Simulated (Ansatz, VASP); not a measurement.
# Cross-check of BN between VASP and Ansatz, part 2 of 3

Aim: how closely do two programs agree when they are given the same cell, functional and k mesh? The cell is taken from a series of runs on this material, whose earlier steps may have relaxed, scaled, displaced or heated it; both programs get it as it stands.

VASP 6.6.1 and Ansatz 0.2.0.

So far: The structure; VASP: zone-centre phonons, PBE with D3(BJ), pair 1.

## Step 3: Ansatz: zone-centre phonons, PBE with D3(BJ), pair 1

Level of this step: Ansatz beside VASP: Kohn-Sham DFT, plane waves, PBE with D3(BJ) (Ansatz).

Ansatz runs on its PAW soft_1 files.

The same cell, functional and mesh now go to Ansatz, which takes its cutoff from its data sets.

File input.yaml:

```yaml
crystal:
  lattice:
    - [2.4955196715, 0.0, 0.0]
    - [-1.2477598358, 2.1611834312, 0.0]
    - [0.0, 0.0, 6.0024547515]
  atoms:
    - { symbol: B, position: [0.3333333333, 0.6666666667, 0.25] }
    - { symbol: B, position: [0.6666666667, 0.3333333333, 0.75] }
    - { symbol: "N", position: [0.3333333333, 0.6666666667, 0.75] }
    - { symbol: "N", position: [0.6666666667, 0.3333333333, 0.25] }
kpoints:
  mp_grid: { grid: [12, 12, 4] }
hamiltonian:
  xc: pbe
  dispersion: d3bj
  pseudopotentials: { kind: paw, azcp: { folder: soft_1 } }
scf:
  occupations: { method: fixed }
output:
  eigenvalues: true
phonons:
  method: dfpt
  dielectric: true
  rigid_motions: translations
```

Run with:

```bash
ansatz run input.yaml --threads 4 --pin off --max-ram 16384MiB --backend cpu --events-out ev --progress --plain --runs-dir out
```

Numbers of over 12 decimals in the logs are rounded to 6 here.

What it wrote:

```text
Engine: ansatz 0.2.0, x86_64-unknown-linux-gnu
Pseudopotentials: kind: paw
Pseudopotential: B, paw, valence charge 3, recommended cutoff 420 eV (normal), soft_1/B.paw.azcp
Pseudopotential: N, paw, valence charge 5, recommended cutoff 420 eV (normal), soft_1/N.paw.azcp
Functional definition: PBE
  parameter kappa = 0.804
  parameter beta = 0.066725
  exchange = pbe_x(kappa = kappa, mu = beta*pi^2/3)
  correlation = pbe_c(beta = beta)
Crystal: 4 atoms, lattice volume = 32.373 Å³
Basis set: ecut = 420 eV, 603 PW (Γ), exchange–correlation on 36×36×96 points (8 copies of the dense FFT grid, shifted against one another)
Bands: 12, of which v1, the nominal top of the filled ones, is band 8 counted from 1 (7 counted from 0)
Symmetry: 24 space group operations
k-points: 164 of 576 (irreducible under 2 space group operations, time reversal used)
Non-local potential: B, projectors of the file, l = 0: 2, l = 1: 2, l = 2: 1
Non-local potential: N, projectors of the file, l = 0: 2, l = 1: 2, l = 2: 1
PAW form: soft (Blöchl's): semilocal exchange-correlation on the pseudo side does not see the compensation charge
PAW one-centre angular grid: B, 110 points (default); XC on 64 Gauss nodes
PAW one-centre angular grid: N, 110 points (default); XC on 64 Gauss nodes
Initial density: superposition of atomic densities (chi_scale 0.1, normalization cell, long waves kept (reshape's long-wave potential 0.00 eV rms))
Initial wavefunctions: pseudopotential atomic-orbital guess
Functional: x = pbe(κ = 0.804, μ = 0.219515), c = pbe(β = 0.066725)
SCF iter   1: F=—  HF=-1087.946802 eV  |F-HF|=—  |Δ(HF+E_count)|=         —  Δρ=1.55e-1  dr2=7.42e0  ethr=3.10e-3  ⟨swp⟩=5.0  Hψ=10168  notcnv=0  defer=185
preconditioner: auto → none  [insulator: Δε(μ)=5.619 eV  Ē_g=17.207 eV  n_scr=4 (ndim 8)  ℏωp=26.1 eV  f_vac=0.000  ε∞_Penn≈3.3]
SCF iter   2: F=—  HF=-1085.573828 eV  |F-HF|=—  |Δ(HF+E_count)|=    2.37e0  Δρ=7.06e-2  dr2=8.57e-1  ethr=3.10e-3  ⟨swp⟩=3.0  Hψ=5570  notcnv=0  defer=303
SCF iter   3: F=—  HF=-1085.351064 eV  |F-HF|=—  |Δ(HF+E_count)|=   2.23e-1  Δρ=2.40e-2  dr2=1.03e-1  ethr=3.10e-3  ⟨swp⟩=2.5  Hψ=4210  notcnv=0  defer=295
SCF iter   4: F=—  HF=-1085.341757 eV  |F-HF|=—  |Δ(HF+E_count)|=   9.31e-3  Δρ=9.80e-3  dr2=1.83e-2  ethr=6.44e-4  ⟨swp⟩=1.8  Hψ=2722  notcnv=0  defer=314
SCF iter   5: F=—  HF=-1085.340226 eV  |F-HF|=—  |Δ(HF+E_count)|=   1.53e-3  Δρ=1.75e-3  dr2=5.48e-4  ethr=1.14e-4  ⟨swp⟩=2.9  Hψ=3568  notcnv=0  defer=328
SCF iter   6: F=—  HF=-1085.340282 eV  |F-HF|=—  |Δ(HF+E_count)|=   5.62e-5  Δρ=2.26e-4  dr2=1.00e-5  ethr=3.42e-6  ⟨swp⟩=2.9  Hψ=3627  notcnv=0  defer=328
SCF iter   7: F=—  HF=-1085.340282 eV  |F-HF|=—  |Δ(HF+E_count)|=   6.64e-7  Δρ=1.22e-5  dr2=3.75e-8  ethr=6.27e-8  ⟨swp⟩=3.0  Hψ=3371  notcnv=0  defer=10
SCF iter   8: F=—  HF=-1085.340281 eV  |F-HF|=—  |Δ(HF+E_count)|=   6.15e-7  Δρ=3.56e-7  dr2=2.19e-11  ethr=1.00e-12  ⟨swp⟩=6.9  Hψ=14518  notcnv=0
SCF iter   9: F=-1085.340281 eV  HF=-1085.340281 eV  |F-HF|=2.27e-13  |Δ(HF+E_count)|=  1.59e-11  Δρ=2.86e-8  dr2=1.15e-13  ethr=1.00e-12  ⟨swp⟩=4.0  Hψ=8431  notcnv=0
SCF 1 converged in 9 iterations: F = -1085.340281 eV  dr2 = 1.15e-13
  greatest PAW one-centre occupation: 0.801 electrons in one spin orbital (limit 2), on the N atom at site 3 (counted from 0), in its partial waves of l = 0
DFPT response loops at Γ: preconditioner auto → Resta (q_TF=auto, 2.426 Å⁻¹)  ε∞=3.8 (no band partly filled); β = 1.00, the filter's whole step (`scf.mixing.beta` (0.50) is not read by the response loops at its default; to damp them type it under 1.00, their step now; it binds the ground state too); Broyden in place of MSR1
── the response to a field inside a basis, on 12×12×4 k-points: an SCF that follows is theirs, and a resumed run solves both again ──
Bands: 9, of which v1, the nominal top of the filled ones, is band 8 counted from 1 (7 counted from 0)
k-points: 84 of 576 (irreducible under 8 space group operations)
Initial density: handed on by an earlier stage of this run
Initial wavefunctions: pseudopotential atomic-orbital guess (no wavefunctions were taken with the density)
Eigensolver: Dense (84 Hₖ)
SCF iter   1: F=—  HF=-1085.341973 eV  |F-HF|=—  |Δ(HF+E_count)|=         —  Δρ=2.70e-4  dr2=2.96e-6  ethr=1.00e-1
preconditioner: auto → none  [insulator: Δε(μ)=4.167 eV  Ē_g=13.444 eV  n_scr=4 (ndim 8)  ℏωp=26.1 eV  f_vac=0.001  ε∞_Penn≈4.8]
SCF iter   2: F=—  HF=-1085.341978 eV  |F-HF|=—  |Δ(HF+E_count)|=   4.85e-6  Δρ=1.31e-4  dr2=7.55e-7  ethr=1.85e-8
SCF iter   3: F=—  HF=-1085.341980 eV  |F-HF|=—  |Δ(HF+E_count)|=   1.84e-6  Δρ=3.78e-5  dr2=2.40e-7  ethr=4.72e-9
SCF iter   4: F=-1085.341980 eV  HF=-1085.341980 eV  |F-HF|=1.10e-9  |Δ(HF+E_count)|=   1.61e-8  Δρ=4.14e-6  dr2=1.70e-9  ethr=1.50e-9
SCF 1 converged in 4 iterations: F = -1085.341980 eV  dr2 = 1.70e-9
DFPT response loops at Γ: mixed as the last ones told, above
SCF converged after 9 iterations
Free energy (F): -1085.340281 eV
Harris-Foulkes:  -1085.340281 eV  (|F-HF|=2.27e-13)
Internal energy: -1085.340281 eV  (E = F + TS)
E sigma→0 (E₀):  -1085.340281 eV
Fermi energy:    6.015504 eV
--- Per-component energies (eV) ---
  E_band       = -19.405067
  E_kinetic    = 364.759452
  E_local      = -566.226154  (includes V_loc(G=0)·N_el)
  E_nonlocal   = 86.406184
  E_hartree    = 185.594817
  E_xc         = -184.596297
  E_vxc        = -227.768139  (∫ρ·V_xc dr)
  E_paw        = -414.240697  (= ΣΔE_a)
  E_vpaw       = -47.767953  (= ΣTr[D̂ρ^β])
  E_aug_tail   = 0.001913  (compensation charges beyond the density's cutoff)
  E_ewald      = -556.398260
  E_disp       = -0.641239  (pairwise vdW)
  E_smearing   = -0.000000  (= −TS)
  E_closure    = -0.000000  (closes the sum)
  Σ components = -1085.340281   (vs F -1085.340281, Δ=0.00e0)
--- Band table (eV; the first three rows and the last of 164) ---
  k-point 0: bands = [... 4 lower, 4.5934, 4.5934, 4.6905, 4.6905, 11.9871, 17.4493, 17.5097, 17.5097]
  k-point 1: bands = [... 4 lower, 4.6073, 4.6073, 4.6759, 4.6759, 12.9117, 16.7038, 17.5470, 17.5470]
  k-point 2: bands = [... 4 lower, 4.6413, 4.6413, 4.6413, 4.6413, 14.8999, 14.8999, 17.6395, 17.6395]
  k-point 163: bands = [... 4 lower, 0.0428, 0.0428, 4.7834, 4.7834, 11.6438, 11.6438, 18.5519, 18.5519]
--- Phonons (Γ-DFPT): 4 representative perturbations + reference, on 164 of 576 k-points (Σ response iterations 12) ---
  k mesh reduced under 2 symmetry operations, with k and −k counted as one. Each operation leaves every solved perturbation unchanged. A smaller set is not considered because the run solves the response to a homogeneous field
  ASR residual: 1.827e-5 → 0.000e0 eV/Å²; symmetrization residual: 6.055e-7 eV/Å²
  pairwise dispersion correction: d3bj (s6 = 1.0, s8 = 0.7875, a1 = 0.4289, a2_bohr = 4.4407), with the weights of each atom's references fixed at the reference crystal's, and the forces and stress that the weights' published response gives there kept as a pressure on the atom's counted neighbours (hamiltonian.dispersion)
  ASR residual per site (eV/Å²): 1.83e-5 1.83e-5 1.08e-5 1.08e-5
  Γ frequencies (cm⁻¹): 0.00 0.00 0.00 74.59 74.59 198.62 702.99 791.02 1375.77 1375.77 1376.93 1376.93
  ε∞ (high-frequency dielectric tensor):
        5.069927    -0.000000     0.000000
       -0.000000     5.069927     0.000000
        0.000000     0.000000     3.283073
  ε⁰ (static dielectric tensor: ions relaxed, cell fixed):
        7.016439    -0.000000     0.000000
       -0.000000     7.016439    -0.000000
        0.000000    -0.000000     4.334892
  ε⁰ − ε∞ (ionic part):
        1.946512    -0.000000     0.000000
       -0.000000     1.946512    -0.000000
        0.000000    -0.000000     1.051819
  softest optical mode at Γ: 74.59 cm⁻¹; the repairs (sum rule, projections) moved no ω² at Γ by more than (0.80 cm⁻¹)²
  Born effective charges Z* (e; rows j = field, columns β = displacement):
    site 0:
         2.71925   -0.00000    0.00000
        -0.00000    2.71925    0.00000
         0.00000    0.00000    1.02139
    site 1:
         2.71925   -0.00000    0.00000
        -0.00000    2.71925    0.00000
         0.00000    0.00000    1.02139
    site 2:
        -2.71925    0.00000    0.00000
         0.00000   -2.71925    0.00000
         0.00000    0.00000   -1.02139
    site 3:
        -2.71925    0.00000    0.00000
         0.00000   -2.71925    0.00000
         0.00000    0.00000   -1.02139
  Z* charge neutrality: 5.420e-4 e pre-enforcement
  solved inside a basis spanned on kpoints, on 12×12×4 k-points, its susceptibility summed on 16×16×6: ε∞ is read to err by 1.4e-2, Z* by 1.0e-2 e (field_mesh: kpoints solves on kpoints); Z* is corrected for what the basis lacks
  optical modes at Γ without the LO–TO term, one row a degenerate level:
      ω (cm⁻¹)  modes    IR ((D/Å)²/amu)
         74.59      2             0.0000
        198.62      1             0.0000
        702.99      1             7.8896
[...]
optical modes at Γ + LO–TO along q̂ = [1.0000, 0.0000, 0.0000]:
      ω (cm⁻¹)  modes    IR ((D/Å)²/amu)
[...]
optical modes at Γ + LO–TO along q̂ = [0.0000, 1.0000, 0.0000]:
      ω (cm⁻¹)  modes    IR ((D/Å)²/amu)
[...]
1376.93      2             0.0000
       1618.46      1            55.9203
  optical modes at Γ + LO–TO along q̂ = [0.0000, 0.0000, 1.0000]:
      ω (cm⁻¹)  modes    IR ((D/Å)²/amu)
         74.59      2             0.0000
        198.62      1             0.0000
        791.02      1             0.0000
        807.78      1             7.8896
       1375.77      2           111.8406
       1376.93      2             0.0000
```

The column dr2 measures how far the density is from self-consistency, as an energy; F and HF (Harris–Foulkes) agree once it is small.

## Step 4: Comparison

Known differences besides the potentials themselves: fixed occupations in Ansatz, narrow Gaussian smearing in VASP; the cutoff is 420 eV in Ansatz and 600 eV in VASP; Ansatz takes the dispersion share of the force constants at frozen C6 weights, VASP differentiates the full forces; VASP uses finite displacements, Ansatz perturbation theory. Total energies have different zeros and are not compared.

Compared:

| quantity | Ansatz | VASP | difference |
| --- | --- | --- | --- |
| optical mode 1 to 2 (cm⁻¹) | 74.6 | 73.7 | +1.18 % |
| optical mode 3 (cm⁻¹) | 198.6 | 198.7 | -0.04 % |
| optical mode 4 (cm⁻¹) | 703.0 | 703.4 | -0.06 % |
| optical mode 5 (cm⁻¹) | 791.0 | 791.8 | -0.10 % |
| optical mode 6 to 7 (cm⁻¹) | 1375.8 | 1375.0 | +0.06 % |
| optical mode 8 to 9 (cm⁻¹) | 1376.9 | 1376.2 | +0.05 % |

Modes are paired by rising frequency, not by their patterns, so a pair may set unlike modes beside each other; they are those without the splitting of longitudinal modes.

## Step 5: Ansatz: zone-centre phonons, PBE with D3(BJ), pair 2

Second derivatives magnify differences that forces hide, and they need a tight electronic threshold. The cell compared in this pair holds 33.09 Å³, against 32.37 Å³ for the pair before.

The cell is taken from a series of runs on this material, whose earlier steps may have relaxed, scaled, displaced or heated it; both programs get it as it stands.

Edit input.yaml of step 3 so:

```diff
@@ -2,5 +2,5 @@
   lattice:
-    - [2.4955196715, 0.0, 0.0]
-    - [-1.2477598358, 2.1611834312, 0.0]
-    - [0.0, 0.0, 6.0024547515]
+    - [2.4981807013, 0.0, 0.0]
+    - [-1.2490903506, 2.1634879506, 0.0]
+    - [0.0, 0.0, 6.1227779566]
   atoms:
```

What it wrote:

```text
[...]
Crystal: 4 atoms, lattice volume = 33.092 Å³
Basis set: ecut = 420 eV, 603 PW (Γ), exchange–correlation on 36×36×96 points (8 copies of the dense FFT grid, shifted against one another)
Bands: 12, of which v1, the nominal top of the filled ones, is band 8 counted from 1 (7 counted from 0)
Symmetry: 24 space group operations
k-points: 164 of 576 (irreducible under 2 space group operations, time reversal used)
[...]
optical modes at Γ + LO–TO along q̂ = [1.0000, 0.0000, 0.0000]:
      ω (cm⁻¹)  modes    IR ((D/Å)²/amu)
[...]
optical modes at Γ + LO–TO along q̂ = [0.0000, 1.0000, 0.0000]:
      ω (cm⁻¹)  modes    IR ((D/Å)²/amu)
[...]
optical modes at Γ + LO–TO along q̂ = [0.0000, 0.0000, 1.0000]:
      ω (cm⁻¹)  modes    IR ((D/Å)²/amu)
[...]
792.18      1             0.0000
        806.82      1             6.8815
       1370.28      2           111.7923
       1371.02      2             0.0000
[key lines of the parts left out:]
SCF converged after 9 iterations
Free energy (F): -1085.359056 eV
Fermi energy:    5.750616 eV
```

## Step 6: VASP: zone-centre phonons, PBE with D3(BJ), pair 2

The same cell, functional and mesh now go to VASP, with its own data sets.

File INCAR:

```
SYSTEM = BN
PREC = Accurate
ENCUT = 600
EDIFF = 1E-08
NELM = 120
ISMEAR = 0
SIGMA = 0.01
LREAL = .FALSE.
ALGO = Normal
GGA = PE
IVDW = 12
NBANDS = 14
LORBIT = 11
LWAVE = .FALSE.
LCHARG = .FALSE.
ISIF = 2
IBRION = 6
NFREE = 2
POTIM = 0.015
NSW = 1
LASPH = .TRUE.
GGA_COMPAT = .FALSE.
EFERMI = MIDGAP
KPAR = 2
```

File POSCAR:

```
BN
1.0
    2.4981807013      0.0000000000      0.0000000000
   -1.2490903506      2.1634879506      0.0000000000
    0.0000000000      0.0000000000      6.1227779566
B N
2 2
Direct
    0.3333333334      0.6666666668      0.2500000000
    0.6666666668      0.3333333334      0.7500000000
    0.3333333334      0.6666666668      0.7500000000
    0.6666666668      0.3333333334      0.2500000000
```

File KPOINTS:

```
Automatic mesh
0
Gamma
12 12 4
0 0 0
```

Potentials, in the order of the species: B and N (PBE family, release 64).

Run with:

```bash
mpirun -np 2 vasp_std
```

What it wrote:

```text
[... set-up lines as in an earlier step ...]
 entering main loop
       N       E                     dE             d eps       ncg     rms          rms(c)
DAV:   1     0.635889962597E+02    0.63589E+02   -0.89595E+03  1604   0.120E+03
DAV:   2    -0.345099675170E+02   -0.98099E+02   -0.89680E+02  2206   0.273E+02
DAV:   3    -0.385282183532E+02   -0.40183E+01   -0.39955E+01  2154   0.554E+01
DAV:   4    -0.385575050010E+02   -0.29287E-01   -0.29280E-01  1812   0.495E+00
[...]
DAV:  13    -0.350706420240E+02   -0.98022E-07   -0.89511E-07  2136   0.753E-03    0.869E-04
DAV:  14    -0.350706421017E+02   -0.77752E-07   -0.12367E-07  1716   0.270E-03    0.214E-04
DAV:  15    -0.350706421021E+02   -0.31582E-09   -0.35882E-09  1614   0.478E-04
   1 F= -.35695816E+02 E0= -.35695816E+02  d E =0.000000E+00
[... from here on, the cycles between the ionic steps are left out ...]
   2 F= -.35691082E+02 E0= -.35691082E+02  d E =0.000000E+00
   3 F= -.35691082E+02 E0= -.35691082E+02  d E =0.000000E+00
   4 F= -.35694362E+02 E0= -.35694362E+02  d E =0.000000E+00
   5 F= -.35694362E+02 E0= -.35694362E+02  d E =0.000000E+00
   6 F= -.35691064E+02 E0= -.35691064E+02  d E =0.000000E+00
   7 F= -.35691064E+02 E0= -.35691064E+02  d E =0.000000E+00
   8 F= -.35694305E+02 E0= -.35694305E+02  d E =0.000000E+00
   9 F= -.35694305E+02 E0= -.35694305E+02  d E =0.000000E+00
 Finite differences progress:
  Degree of freedom:   4/  4
  Displacement:        2/  2
  Total:               8/  8
```

From OUTCAR (step 6):

```text
 Edisp (eV)   -0.62518

 Edisp (eV)   -0.62518

  Total       0.78079     0.78079     0.66132     0.00000     0.00000     0.00000
  in kB      37.80220    37.80220    32.01793     0.00000     0.00000     0.00000
  external pressure =       35.87 kB  Pullay stress =        0.00 kB

 POSITION                                       TOTAL-FORCE (eV/Angst)
 -----------------------------------------------------------------------------------
      0.00000      1.44233      1.53069         0.000000      0.000000      0.014691
      1.24909      0.72116      4.59208        -0.000000      0.000000     -0.186422
      0.00000      1.44233      4.57708         0.000000     -0.000000      0.201432
      1.24909      0.72116      1.53069        -0.000000     -0.000000     -0.029701
 -----------------------------------------------------------------------------------
    total drift:                               -0.000000     -0.000000      0.000000

  FREE ENERGIE OF THE ION-ELECTRON SYSTEM (eV)
  ---------------------------------------------------
  free  energy   TOTEN  =       -35.6943050962 eV

  energy  without entropy=      -35.6943050962  energy(sigma->0) =      -35.69430510

[... 1 part as in an earlier step ...]

[... 2 further parts left out ...]
[key lines of the parts left out:]
E-fermi :   5.1246
```

Levels, forces or a CONTCAR printed for this step are those of its last displaced cell, not of the structure at rest.

## Step 7: Comparison

Both answers:

```csv
quantity,Ansatz,VASP,difference
optical mode 1 to 2 (cm⁻¹),67.9,67.1,+1.14 %
optical mode 3 (cm⁻¹),181.2,181.0,+0.14 %
optical mode 4 (cm⁻¹),714.0,714.4,-0.05 %
optical mode 5 (cm⁻¹),792.2,792.9,-0.09 %
optical mode 6 to 7 (cm⁻¹),1370.3,1369.6,+0.05 %
optical mode 8 to 9 (cm⁻¹),1371.0,1370.4,+0.05 %
```

Modes are paired by rising frequency, not by their patterns, so a pair may set unlike modes beside each other; they are those without the splitting of longitudinal modes.

(Part 2 of 3 ends here.)

[Lines on the potential files, build, host, timing and source positions are cut from VASP's logs without a mark.]

[Logs are printed without paths, hosts, clocks, repeated set-up lines and the standing remarks that a program may print on its own settings, such as how far it seeks lower states.]

[Hosts, paths, dates, database ids (printed as entryN), source tags and the programs' standing remarks are cut or masked in the printed files.]
